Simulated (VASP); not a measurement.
These are PBEsol GGA with spin-orbit coupling, VASP's PBE PAW potentials (set 64) (plane waves; VASP 6.6.1) values and carry that method's errors.

VASP ran on this input.

KPOINTS:
```
Automatic mesh
0
Gamma
13 13 13
0 0 0
```

**POSCAR**
```
HfN
1.0
  0.0000000000   2.2451892950   2.2451892950
  2.2451892950   0.0000000000   2.2451892950
  2.2451892950   2.2451892950   0.0000000000
Hf N
1 1
Cartesian
  0.0000000000   0.0000000000   0.0000000000
  2.2451892950   2.2451892950   2.2451892950
```

### KPOINTS_OPT
```
k-points along high-symmetry lines
8
Line-mode
Reciprocal
  0.000000   0.000000   0.000000 ! GAMMA
  0.500000   0.000000   0.500000 ! X

  0.500000   0.000000   0.500000 ! X
  0.625000   0.250000   0.625000 ! U

  0.375000   0.375000   0.750000 ! K
  0.000000   0.000000   0.000000 ! GAMMA

  0.000000   0.000000   0.000000 ! GAMMA
  0.500000   0.500000   0.500000 ! L

  0.500000   0.500000   0.500000 ! L
  0.500000   0.250000   0.750000 ! W

  0.500000   0.250000   0.750000 ! W
  0.500000   0.000000   0.500000 ! X
```

### INCAR
```
SYSTEM = HfN
PREC = Accurate
ENCUT = 520
EDIFF = 1E-6
NELM = 100
ALGO = Normal
LREAL = .FALSE.
LASPH = .TRUE.
ISMEAR = 0
SIGMA = 0.05
GGA = PS
LMAXMIX = 6
LWAVE = .FALSE.
LCHARG = .FALSE.
LSORBIT = .TRUE.
MAGMOM = 0 0 0 0 0 0
GGA_COMPAT = .FALSE.
```

POTCAR, in this order: Hf_pv N (PBE.64 set). Program: vasp_ncl.

### Question
Predict the energy per atom (σ→0), band gap (over mesh and band path).

### Answer

energy per atom (σ→0): -11.823 eV/atom
band gap (over mesh and band path): none (metal, semimetal or under 0.01 eV)

**OSZICAR**
```
...
DAV:   9    -0.236474095561E+02    0.89395E-02   -0.24379E-02  4488   0.109E+00    0.162E+00
DAV:  10    -0.236462335940E+02    0.11760E-02   -0.75987E-03  4338   0.701E-01    0.997E-01
DAV:  11    -0.236460543026E+02    0.17929E-03   -0.90964E-04  4408   0.259E-01    0.111E-01
DAV:  12    -0.236460596333E+02   -0.53308E-05   -0.43401E-05  4406   0.684E-02    0.367E-02
DAV:  13    -0.236460575019E+02    0.21314E-05   -0.11260E-05  4360   0.291E-02    0.312E-02
DAV:  14    -0.236460570839E+02    0.41802E-06   -0.19743E-06  3504   0.116E-02
   1 F= -.23646057E+02 E0= -.23645571E+02  d E =-.973028E-03  mag=     0.0000     0.0000     0.0000
       N       E                     dE             ncg
```

The structure comes from a measured HfN entry (Fm-3m) of the Crystallography Open Database, whose conditions weren't checked. It was relaxed first.
